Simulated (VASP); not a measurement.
```xyz
3
Lattice="3.0648 0.0000 0.0000 -1.5324 2.6542 0.0000 0.0000 0.0000 4.6773" Properties=species:S:1:pos:R:3 pbc="T T T"
C      0.0000     0.0000     0.0000
W      0.0000     1.7695     1.1868
W      1.5324     0.8847     3.4904
```

All values below come from PBE GGA, VASP's PBE PAW potentials (set 64) (plane waves; VASP). Numerical set-up: 500 eV cut-off, Gaussian smearing of 0.050 eV, potentials C W_sv.

Unless said otherwise, spin-orbit coupling is left out, though it shifts the bands of the heavy elements here.

Task: What does the run give for the band gap (along the path) with the smallest direct gap where there is one?

Result: 
```json
{
  "band gap (along the path)": "none (metal, semimetal or under 0.01 eV)"
}
```

Total energies compare only between runs with the same potentials, cut-off and functional.

The structure was generated: W2C was put into the CdI2 type (P-3m1), which need not be its known phase. It was relaxed first, which changed the volume by -11 %.
